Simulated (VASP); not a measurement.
Input for VASP

File POSCAR:
```
Rb3Sb
1.0
  6.3752100000   0.0000000000   0.0000000000
 -3.1876050000   5.5210940000   0.0000000000
  0.0000000000   0.0000000000  11.2666300000
Rb Sb
6 2
Direct
  0.0000000000   0.0000000000   0.2500000000
  0.0000000000   0.0000000000   0.7500000000
  0.3333330000   0.6666670000   0.5823400000
  0.6666670000   0.3333330000   0.4176600000
  0.6666670000   0.3333330000   0.0823400000
  0.3333330000   0.6666670000   0.9176600000
  0.3333330000   0.6666670000   0.2500000000
  0.6666670000   0.3333330000   0.7500000000
```

KPOINTS:
```
Regular mesh
0
G
  3 3 2
```

INCAR:
```
ALGO = Normal
EDIFF = 1E-6
ENCUT = 300
GGA = PS
ISIF = 2
ISMEAR = -1
LASPH = .TRUE.
LCHARG = .FALSE.
LMAXMIX = 4
LREAL = .FALSE.
LWAVE = .FALSE.
NELM = 100
PREC = Accurate
SIGMA = 0.136
SYSTEM = Rb3Sb
```

POTCAR, in this order: Rb_sv Sb (PBE.64 set). Program: vasp_std.

**Question.** Translate this PBEsol calculation to Ansatz.

**Answer.** One equivalent input (not run):
Ansatz 0.2 input:
```yaml
crystal:
  lattice:
    - [6.3752100, 0.0000000, 0.0000000]
    - [-3.1876050, 5.5210940, 0.0000000]
    - [0.0000000, 0.0000000, 11.2666300]
  atoms:
    - { symbol: Rb, position: [0.0000000, 0.0000000, 0.2500000] }
    - { symbol: Rb, position: [0.0000000, 0.0000000, 0.7500000] }
    - { symbol: Rb, position: [0.3333330, 0.6666670, 0.5823400] }
    - { symbol: Rb, position: [0.6666670, 0.3333330, 0.4176600] }
    - { symbol: Rb, position: [0.6666670, 0.3333330, 0.0823400] }
    - { symbol: Rb, position: [0.3333330, 0.6666670, 0.9176600] }
    - { symbol: Sb, position: [0.3333330, 0.6666670, 0.2500000] }
    - { symbol: Sb, position: [0.6666670, 0.3333330, 0.7500000] }
kpoints:
  mp_grid: { grid: [3, 3, 2] }
hamiltonian:
  xc: pbesol
  pseudopotentials: { kind: paw }
scf:
  occupations: { method: fermi_dirac, width: 0.136 }
  max_iter: 100
output: { forces: true, stress: true, eigenvalues: true }
```
Limits of the translation: each code has its own PAW files, so the cut-off isn't converted (ENCUT is set for VASP's; basis.ecutwfc is left out, and Ansatz then takes the one that its files recommend); Ansatz stops its SCF on the density residual and VASP on the energy change (EDIFF).

The structure comes from a computed database's Rb3Sb entry (P6_3/mmc); how it stands against other phases isn't given here. The cell was not relaxed at this level. The k-mesh is coarse (spacing up to 0.38 per Å, 2π included), so the numbers may not be converged in it.
